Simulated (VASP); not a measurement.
TlCl (CsCl type), at 0.96 of the tabulated volume:

```
TlCl
1.0
    3.78810     0.00000     0.00000
    0.00000     3.78810     0.00000
    0.00000     0.00000     3.78810
Tl Cl
1 1
Direct
  0.00000   0.00000   0.00000
  0.50000   0.50000   0.50000
```

The highest filled band near X, direction across the valley's axis, from PBE with spin-orbit coupling in VASP (PAW); its two spin partners are averaged. The gap over the points computed is 1.56 eV, and the next band on that side lies 1.20 eV away at the edge.

Numerical set-up: 400 eV cut-off, 8×8×8 Γ-centred mesh, Gaussian smearing of 0.050 eV, potentials Tl_d Cl.

```csv
distance from the edge in k (1/Å),distance in energy (meV)
0.025,4.2
0.035,8.3
0.050,16.9
0.070,33.2
```

Q: Fit E(1 + αE) = ħ²k²/2m* (ħ²/2m0 = 3.810 eV Å²) and predict the row at 0.095 1/Å.

A: The rows don't resolve α, so a parabola serves: the hole mass is m* = 0.563 m0, and so 61.1 meV. The run gave 61.0 meV, -0.1 meV from the fit.

Left out are points under 3 meV from the edge, since the levels carry 0.1 meV, and points farther than half the way to the next band.

The compound is TlCl in the CsCl type structure. The cell was not relaxed at this level.
